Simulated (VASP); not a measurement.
Wanted: the native input for a VASP 6.6.1 run.

```yaml
Task: relaxation of cell and atoms
Functional: PBE
Potentials_or_basis: VASP PAW PBE potentials, release 64 (Ga_d, N)
Cutoff: 700 eV
k_mesh: 12 × 12 × 6
Occupations: gaussian, width 0.02 eV
Spin: no spin polarisation
Further_INCAR_settings: ALGO = Normal; EDIFF = 1e-07; IBRION = 2; EDIFFG = -0.002; NSW = 80; ISIF = 3
```

The structure of GaN lies in POSCAR:

```
GaN
1.0
    3.1800000000      0.0000000000      0.0000000000
   -1.5900000000      2.7539607800      0.0000000000
    0.0000000000      0.0000000000      5.1660000000
Ga N
2 2
Direct
    0.3333333300      0.6666666700      0.0000000000
    0.6666666700      0.3333333300      0.5000000000
    0.3333333300      0.6666666700      0.3750000000
    0.6666666700      0.3333333300      0.8750000000
```

The input as run:

INCAR

```
PREC = Accurate
ENCUT = 700
EDIFF = 1E-7
ISMEAR = 0
SIGMA = 0.02
LREAL = F
LASPH = T
NELM = 100
ALGO = Normal
ISIF = 3
LWAVE = F
LCHARG = F
GGA = PE
IBRION = 2
NSW = 80
EDIFFG = -0.002
```

KPOINTS

```
regular mesh
0
Gamma
  12 12 6
```

Potentials or basis: VASP PAW PBE potentials, release 64 (Ga_d, N).

Run with:

```bash
$ cat potpaw_PBE.64/Ga_d/POTCAR potpaw_PBE.64/N/POTCAR > POTCAR
$ mpirun -np 1 vasp_std > vasp.out
```

Results of the run:

The relaxed volume is 11.75 Å³/atom, the relaxed cell is a = 3.218 Å, b = 3.218 Å, c = 5.243 Å, α = 90.00°, β = 90.00°, γ = 120.00° and the space group after relaxing (to 0.05 Å) is P6_3mc (No. 186). The energy gained by relaxing is 10.0 meV/atom and the ionic steps are 8. The pressure after relaxing is 0.0 GPa and the band gap on the k mesh is 1.72 eV, direct.

It took 5.4 min on 1 thread of Intel(R) Xeon(R) 6975P-C (Granite Rapids), on a shared host, peak memory 0.26 GiB.
